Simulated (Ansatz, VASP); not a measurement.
# As (buckled honeycomb sheet of As): VASP beside Ansatz

Wanted: the spread between two codes on one cell, functional and k mesh. The structure shown is the start of the Ansatz relaxation below; VASP solves that cell, so the two are compared at the walk's first step.

Main program and level: Ansatz 0.2.0; plane waves, with VASP 6.6.1 beside it; single point at PBE.

## (1) The starting structure

The cell holds 2 atoms: 2 As. Its edges and angles: a = 3.616 Å, b = 3.616 Å, c = 14.500 Å, α = 90.0°, β = 90.0°, γ = 120.0°. As first built, before any earlier steps moved the atoms (in the runner's words): own sheet built from covalent radii; start for a relaxation. Vacuum lies along c.

## (2) Ansatz: relaxation, PBE

Ansatz runs on its default PAW (the set named soft_2) files.

The two programs are compared at the cell with which this relaxation starts, whose forces are those of its first step.

Contents of input.yaml:

```yaml
crystal:
  lattice:
    - [3.6163097386, 0.0, 0.0]
    - [-1.8081548693, 3.1318161016, 0.0]
    - [0.0, 0.0, 14.5]
  atoms:
    - { symbol: As, position: [0.3333333333, 0.6666666667, 0.5477579569] }
    - { symbol: As, position: [0.6666666667, 0.3333333333, 0.4522420431] }
kpoints:
  mp_grid: { grid: [8, 8, 1] }
scf:
  occupations: { method: fermi_dirac, width: 0.05 }
  max_iter: 100
hamiltonian:
  xc: pbe
relax:
  adjacent_minimum: "off"
  f_tol: 0.01
  max_steps: 60
  cell: { fix: [c, alpha, beta] }
```

Started as:

```bash
ansatz run input.yaml --threads 4 --pin off --max-ram 10240MiB --backend cpu --events-out ev --progress --plain --runs-dir out
```

Numbers of over 12 decimals in the logs are rounded to 6 here.

Output:

```text
Engine: ansatz 0.2.0, aarch64-unknown-linux-gnu
Pseudopotentials: kind: paw
Pseudopotential: As, paw, valence charge 15, recommended cutoff 420 eV (normal), As.paw.azcp
Functional definition: PBE
  parameter kappa = 0.804
  parameter beta = 0.066725
  exchange = pbe_x(kappa = kappa, mu = beta*pi^2/3)
  correlation = pbe_c(beta = beta)
Crystal: 2 atoms, lattice volume = 164.221 Å³
Basis set: ecut = 420 eV, 3145 PW (Γ), exchange–correlation on 50×50×200 points (8 copies of the dense FFT grid, shifted against one another)
Bands: 19, of which v1, the nominal top of the filled ones, is band 15 counted from 1 (14 counted from 0)
Symmetry: 12 space group operations
Space group: P-3m1 (ITA 164), of the structure as read, at distance tolerance 5.5e-5 Å
k-points: 10 of 64
Non-local potential: As, projectors of the file, l = 0: 2, l = 1: 2, l = 2: 3, l = 3: 1
PAW form: soft (Blöchl's): semilocal exchange-correlation on the pseudo side does not see the compensation charge
PAW one-centre angular grid: As, 590 points (default); XC on 64 Gauss nodes
Initial density: superposition of atomic densities (neutral atoms: chi_scale 0, normalization atom), corrected by the library's trained network
Initial wavefunctions: pseudopotential atomic-orbital guess
Functional: x = pbe(κ = 0.804, μ = 0.219515), c = pbe(β = 0.066725)
SCF iter   1: F=—  HF=-9712.263237 eV  |F-HF|=—  |Δ(HF+E_count)|=         —  Δρ=8.81e-4  dr2=1.67e-3  ethr=1.77e-3  ⟨swp⟩=6.2  Hψ=978  notcnv=0
preconditioner: auto → Resta (q_TF=auto, 2.055 Å⁻¹)  ε∞=2.0  [insulator: Δε(μ)=1.751 eV  Ē_g=9.392 eV  σ=0.050 eV  W_gap=1.00  n_scr=26 (ndim 8)  ℏωp=9.2 eV  f_vac=0.658  D(μ)=0.00/eV (n_scr^D=0)  ε∞_Penn≈2.0  vacuum switching on, ρ_ref=6.4e-3 e/Å³]
SCF iter   2: F=—  HF=-9712.263786 eV  |F-HF|=—  |Δ(HF+E_count)|=   5.49e-4  Δρ=5.02e-4  dr2=5.37e-4  ethr=5.56e-6  ⟨swp⟩=2.6  Hψ=442  notcnv=0
SCF iter   3: F=—  HF=-9712.264056 eV  |F-HF|=—  |Δ(HF+E_count)|=   2.70e-4  Δρ=1.56e-4  dr2=3.57e-5  ethr=1.79e-6  ⟨swp⟩=2.4  Hψ=384  notcnv=0
SCF iter   4: F=—  HF=-9712.263968 eV  |F-HF|=—  |Δ(HF+E_count)|=   8.81e-5  Δρ=7.09e-5  dr2=7.69e-6  ethr=1.19e-7  ⟨swp⟩=2.0  Hψ=356  notcnv=0
SCF iter   5: F=—  HF=-9712.263972 eV  |F-HF|=—  |Δ(HF+E_count)|=   3.56e-6  Δρ=1.57e-5  dr2=6.08e-7  ethr=2.56e-8  ⟨swp⟩=2.0  Hψ=340  notcnv=0
SCF iter   6: F=—  HF=-9712.263972 eV  |F-HF|=—  |Δ(HF+E_count)|=   4.76e-8  Δρ=6.25e-6  dr2=7.76e-8  ethr=3.33e-10  ⟨swp⟩=5.0  Hψ=722  notcnv=0
SCF iter   7: F=-9712.263971 eV  HF=-9712.263971 eV  |F-HF|=6.41e-9  |Δ(HF+E_count)|=   6.64e-8  Δρ=1.58e-6  dr2=5.09e-9  ethr=2.59e-10  ⟨swp⟩=4.0  Hψ=678  notcnv=0
SCF 1 converged in 7 iterations: F = -9712.263971 eV  dr2 = 5.09e-9
  greatest PAW one-centre occupation: 0.999 electrons in one spin orbital (limit 2), on the As atom at site 1 (counted from 0), in its partial waves of l = 2
relax step   1: F+E_penalty+E_count = -9712.26397146 eV  Δ(F+E_penalty+E_count) = +0.000e0 eV  max|allowed force component| = 3.088e-2 eV/Å  Δτ_max = 0.0000 Å  P = -0.050 GPa  Ω = 164.221 Å³  fix = [c, alpha, beta]  reactions: c +0.041 GPa  (7 SCF iters, dr2 threshold 1.00e-7 eV, accepted)
[...]
relax step   2: F+E_penalty+E_count = -9712.26402296 eV  Δ(F+E_penalty+E_count) = -5.150e-5 eV  max|allowed force component| = 8.648e-2 eV/Å  Δτ_max = 0.0063 Å  P = -0.045 GPa  Ω = 163.123 Å³  energy of the carried Pulay correction = +4.194e-5 eV  fix = [c, alpha, beta]  reactions: c -0.119 GPa  (5 SCF iters, dr2 threshold 5.96e-8 eV, accepted)
[...]
relax step   3: F+E_penalty+E_count = -9712.26431252 eV  Δ(F+E_penalty+E_count) = -2.896e-4 eV  max|allowed force component| = 1.384e-2 eV/Å  Δτ_max = 0.0035 Å  P = -0.024 GPa  Ω = 163.518 Å³  energy of the carried Pulay correction = +2.685e-5 eV  fix = [c, alpha, beta]  reactions: c -0.019 GPa  (4 SCF iters, dr2 threshold 2.00e-7 eV, accepted)
[...]
relax step   4: F+E_penalty+E_count = -9712.26433444 eV  Δ(F+E_penalty+E_count) = -2.192e-5 eV  max|allowed force component| = 1.223e-4 eV/Å  Δτ_max = 0.0003 Å  P = -0.001 GPa  Ω = 163.378 Å³  energy of the carried Pulay correction = +3.221e-5 eV  fix = [c, alpha, beta]  reactions: c +0.000 GPa  (3 SCF iters, dr2 threshold 1.20e-8 eV, accepted)
[...]
relax step   5: F+E_penalty+E_count = -9712.26430896 eV  Δ(F+E_penalty+E_count) = +2.548e-5 eV  max|allowed force component| = 1.053e-4 eV/Å  Δτ_max = 0.0000 Å  P = -0.001 GPa  Ω = 163.378 Å³  fix = [c, alpha, beta]  reactions: c +0.000 GPa  stress off target by 1.39e-3 GPa on what of the cell is left free  SCF on the basis re-selected at this cell (its energy is not comparable with the rows above)  (5 SCF iters)
basis re-selected at this cell: Δ(F+E_penalty+E_count) = +2.548e-5 eV, ΔP = -0.000 GPa vs the last step (what re-selecting the basis moved, of the pressure what is left beyond the Pulay correction that the steps carried, after the strain that the cell walked since its last selection, with what the two solves' SCF thresholds leave and, on support functions, any second-order correction that the steps lacked; it is no m [...]
SCF converged after 5 iterations
Free energy (F): -9712.264309 eV
Harris-Foulkes:  -9712.264309 eV  (|F-HF|=9.09e-12)
Internal energy: -9712.264309 eV  (E = F + TS)
E sigma→0 (E₀):  -9712.264309 eV
Fermi energy:    -0.565768 eV
--- Per-component energies (eV) ---
  E_band       = -794.763598
  E_kinetic    = 203.922012
  E_local      = -14592.889589  (includes V_loc(G=0)·N_el)
  E_nonlocal   = -1341.465057
  E_hartree    = 7313.401383
  E_xc         = -157.594846
  E_vxc        = -157.140074  (∫ρ·V_xc dr)
  E_paw        = -3669.158950  (= ΣΔE_a)
  E_vpaw       = 466.006330  (= ΣTr[D̂ρ^β])
  E_aug_tail   = 0.000013  (compensation charges beyond the density's cutoff)
  E_ewald      = 2531.520725
  E_smearing   = -0.000000  (= −TS)
  E_closure    = -0.000000  (closes the sum)
  Σ components = -9712.264309   (vs F -9712.264309, Δ=0.00e0)
--- Forces (eV/Å), atoms counted from 1 ---
  atom   1  As     0.00000000     0.00000000     0.00010532
  atom   2  As     0.00000000    -0.00000000    -0.00010532
  max |Σ_I F_I| component: 1.16e-18 eV/Å
--- Stress (GPa, compression-positive) ---
       -0.001385      -0.000000       0.000000
       -0.000000      -0.001385      -0.000000
        0.000000      -0.000000       0.000061
  P = ⅓ Tr σ = -0.0009 GPa (-0.009 kbar)
--- Relaxed structure (4 steps of the walk, 4 accepted, 1 SCFs on fresh bases) ---
  F+E_penalty+E_count = -9712.26430896 eV   max|allowed force component| = 1.053e-4 eV/Å   (the final SCF, on the basis selected at the relaxed cell)
  cell:  # Å, volume = 163.3776 Å³
    - [3.607007, 0.0, 0]
    - [-1.803503, 3.123760, 0]
    - [0, 0, 14.5]
  atoms:
    - { symbol: As, position: [0.333333, 0.666667, 0.547928] }
    - { symbol: As, position: [0.666667, 0.333333, 0.452072] }
```

Reading the cycles: dr2 is the Hartree energy of the density residual (eV), the measure of convergence; HF is the Harris–Foulkes estimate of the energy, which meets the free energy F at convergence.

## (3) VASP: single point, PBE, start cell, pair 1

The same cell, functional, mesh and smearing now go to VASP, with its own data sets.

Lines of VASP's logs that name or quote its potential files are left out, and so is its time.

Contents of INCAR:

```
SYSTEM = As
PREC = Accurate
ENCUT = 400
EDIFF = 1E-06
NELM = 120
ISMEAR = -1
SIGMA = 0.05
LREAL = .FALSE.
ALGO = Normal
GGA = PE
NBANDS = 11
LORBIT = 11
LWAVE = .FALSE.
LCHARG = .FALSE.
ISIF = 2
LASPH = .TRUE.
GGA_COMPAT = .FALSE.
EFERMI = MIDGAP
```

Contents of POSCAR:

```
As
1.0
    3.6163100000      0.0000000000      0.0000000000
   -1.8081550000      3.1318160000      0.0000000000
    0.0000000000      0.0000000000     14.5000000000
As
2
Direct
    0.3333332801      0.6666665602      0.5477579310
    0.6666667199      0.3333334398      0.4522420690
```

Contents of KPOINTS:

```
Automatic mesh
0
Gamma
8 8 1
0 0 0
```

PAW data sets: As (PBE family, release 64).

Started as:

```bash
mpirun -np 1 vasp_std
```

Output:

```text
[banner, memory and clock lines left out]
running    1 mpi-ranks, on    1 nodes
 distrk:  each k-point on    1 cores,    1 groups
 distr:  one band on    1 cores,    1 groups

 POSCAR found type information on POSCAR As
 POSCAR found :  1 types and       2 ions
 LDA part: xc-table for (Slater+PW92), standard interpolation
 POSCAR, INCAR and KPOINTS ok, starting setup
 FFT: planning ... GRIDC
 FFT: planning ... GRID_SOFT
 FFT: planning ... GRID
 WAVECAR not read
 entering main loop
       N       E                     dE             d eps       ncg     rms          rms(c)
DAV:   1     0.475561816955E+02    0.47556E+02   -0.28769E+03   220   0.513E+02
DAV:   2    -0.516592367709E+01   -0.52722E+02   -0.51140E+02   342   0.983E+01
DAV:   3    -0.934991801654E+01   -0.41840E+01   -0.41752E+01   330   0.333E+01
DAV:   4    -0.938766277677E+01   -0.37745E-01   -0.37738E-01   258   0.365E+00
DAV:   5    -0.938815043532E+01   -0.48766E-03   -0.48766E-03   301   0.426E-01    0.327E+00
DAV:   6    -0.934937766813E+01    0.38773E-01   -0.18570E-02   253   0.726E-01    0.195E+00
DAV:   7    -0.932753720140E+01    0.21840E-01   -0.39770E-02   261   0.108E+00    0.121E-01
DAV:   8    -0.932759375972E+01   -0.56558E-04   -0.14488E-03   255   0.201E-01    0.397E-02
DAV:   9    -0.932745651969E+01    0.13724E-03   -0.21367E-04   313   0.835E-02    0.218E-02
DAV:  10    -0.932741152913E+01    0.44991E-04   -0.56456E-05   257   0.340E-02    0.844E-03
DAV:  11    -0.932739299584E+01    0.18533E-04   -0.18306E-05   274   0.175E-02    0.717E-03
DAV:  12    -0.932747557155E+01   -0.82576E-04   -0.39125E-05   245   0.224E-02    0.322E-03
DAV:  13    -0.932753697430E+01   -0.61403E-04   -0.84679E-07   308   0.534E-03    0.140E-03
DAV:  14    -0.932757839812E+01   -0.41424E-04   -0.11499E-06   282   0.415E-03    0.145E-03
DAV:  15    -0.932759093465E+01   -0.12537E-04   -0.74049E-07   253   0.288E-03    0.743E-04
DAV:  16    -0.932759117870E+01   -0.24405E-06   -0.58595E-09   210   0.307E-04
   1 F= -.93275912E+01 E0= -.93275912E+01  d E =-.608324E-08
```

OUTCAR, selected parts (step 3):

```text
ion  position               nearest neighbor table
   1  0.333  0.667  0.548-   2 2.51   2 2.51   2 2.51
   2  0.667  0.333  0.452-   1 2.51   1 2.51   1 2.51

  LATTYP: Found a hexagonal cell.
 ALAT       =     3.6163100000
 C/A-ratio  =     4.0096120078

 Subroutine GETGRP returns: Found 12 space group operations
 (whereof 12 operations were pure point group operations)

The static configuration has the point symmetry D_3d.

 Found     10 irreducible k-points:

   k-points           NKPTS =     10   k-points in BZ     NKDIM =     10   number of bands    NBANDS=     11

   dimension x,y,z NGX =    24 NGY =   24 NGZ =   96
   dimension x,y,z NGXF=    48 NGYF=   48 NGZF=  192

   ENCUT  =  400.0 eV  29.40 Ry    5.42 a.u.   5.90  5.90 23.65*2*pi/ulx,y,z

   NELECT =      10.0000    total number of electrons

 k-points in reciprocal lattice and weights: Automatic mesh
   0.00000000  0.00000000  0.00000000       0.016
   0.12500000  0.00000000  0.00000000       0.094
   0.25000000  0.00000000  0.00000000       0.094
   0.37500000  0.00000000  0.00000000       0.094
   0.50000000  0.00000000  0.00000000       0.047
   0.12500000  0.12500000  0.00000000       0.094
   0.25000000  0.12500000  0.00000000       0.188
   0.37500000  0.12500000  0.00000000       0.188
   0.25000000  0.25000000  0.00000000       0.094
   0.37500000  0.25000000  0.00000000       0.094

 average (electrostatic) potential at core
       1 -57.0351       2 -57.0351

 E-fermi :  -2.0179

 k-point     1 :       0.0000    0.0000    0.0000
  band No.  band energies     occupation
      1     -16.2534      2.00000
      2      -9.9222      2.00000
      3      -3.2912      2.00000
      4      -2.8584      2.00000
      5      -2.8583      2.00000
      6      -0.9373      0.00000
      7       0.6643      0.00000
      8       0.6643      0.00000
      9       2.1855      0.00000
     10       2.1953      0.00000
    ...

 k-point     2 :       0.1250    0.0000    0.0000
  band No.  band energies     occupation
      1     -16.0485      2.00000
      2      -9.9131      2.00000
      3      -4.4034      2.00000
      4      -3.2722      2.00000
      5      -3.2039      2.00000
      6      -0.3070      0.00000
      7       0.8260      0.00000
      8       1.0822      0.00000
      9       2.4137      0.00000
     10       2.4940      0.00000
    ...

 k-point     3 :       0.2500    0.0000    0.0000
  band No.  band energies     occupation
      1     -15.4494      2.00000
      2     -10.1467      2.00000
      3      -6.0047      2.00000
      4      -3.9913      2.00000
      5      -3.1810      2.00000
      6      -1.0778      0.00000
      7       1.4914      0.00000
      8       1.6093      0.00000
      9       2.9696      0.00000
     10       3.1768      0.00000
    ...

  Total       -0.0253053     -0.0253053      0.1553393      0.0000000      0.0000000     -0.0000000
  in kB       -0.2468832     -0.2468832      1.5155213      0.0000000      0.0000000     -0.0000000
  external PRESSURE =       0.3405850 kB  Pullay stress =       0.0000000 kB

  energy-cutoff  :      400.00
  volume of cell :      164.22
      direct lattice vectors                 reciprocal lattice vectors
     3.616310000  0.000000000  0.000000000     0.276524966  0.159651780  0.000000000
    -1.808155000  3.131816000  0.000000000     0.000000000  0.319303561  0.000000000
     0.000000000  0.000000000 14.500000000     0.000000000  0.000000000  0.068965517

 POSITION                                       TOTAL-FORCE (eV/Angst)
 -----------------------------------------------------------------------------------
      0.00000      2.08788      7.94249         0.000000     -0.000000      0.117439
      1.80815      1.04394      6.55751        -0.000000      0.000000     -0.117439
 -----------------------------------------------------------------------------------
    total drift:                                0.000000      0.000000     -0.000000

  FREE ENERGIE OF THE ION-ELECTRON SYSTEM (eV)
  ---------------------------------------------------
  free  energy   TOTEN  =        -9.3275911787 eV

  energy  without entropy=       -9.3275911726  energy(sigma->0) =       -9.32759118

 total charge
# of ion       s       p       d       tot
------------------------------------------
    1        1.294   1.372   0.041   2.708
    2        1.294   1.372   0.041   2.708
--------------------------------------------------
tot          2.589   2.744   0.082   5.415

[... 3 further parts left out ...]
```

## (4) Side by side

Known differences besides the potentials themselves: the data sets hold 30 valence electrons in Ansatz (on its default PAW (the set named soft_2) files) and 10 in VASP; the cutoff is 420 eV in Ansatz and 400 eV in VASP. Total energies have different zeros and are not compared.

Forces (eV/Å; atoms numbered as in POSCAR):

| atom | Ansatz x, y, z | VASP x, y, z |
| --- | --- | --- |
| As1 | 0.000, 0.000, 0.031 | 0.000, 0.000, 0.117 |
| As2 | 0.000, 0.000, -0.031 | 0.000, 0.000, -0.117 |

The forces differ by 50 meV/Å r.m.s., where the r.m.s. force is 0.018 eV/Å in Ansatz and 0.068 eV/Å in VASP: the atoms lie near their places of rest in Ansatz, so a percentage would say little (all taken over all components). With vacuum in the cell, a pressure given here is an average over mostly empty space and none of the material.

## (5) Other set-ups

Further runs change the set-up of one program: Ansatz's method, potentials or start, or VASP's data sets, cutoff or form of LDA. The table gives that difference for each run.

| run | r.m.s. force difference (meV/Å) |
| --- | --- |
| as above | 50 |
| VASP with a cutoff of 500 eV (perhaps on Ansatz's relaxed cell) | 50 |

(Continued in part 2 of 2.)

[Lines on the potential files, build, host, timing and source positions are cut from VASP's logs without a mark.]

[Logs are printed without paths, hosts, clocks, repeated set-up lines and the standing remarks that a program may print on its own settings, such as how far it seeks lower states.]

[Hosts, paths, dates, database ids (printed as entryN), source tags and the programs' standing remarks are cut or masked in the printed files.]

[Rows of further runs with another cutoff or data set may stand on the cell that Ansatz relaxed, not on the start cell of the pair above them.]
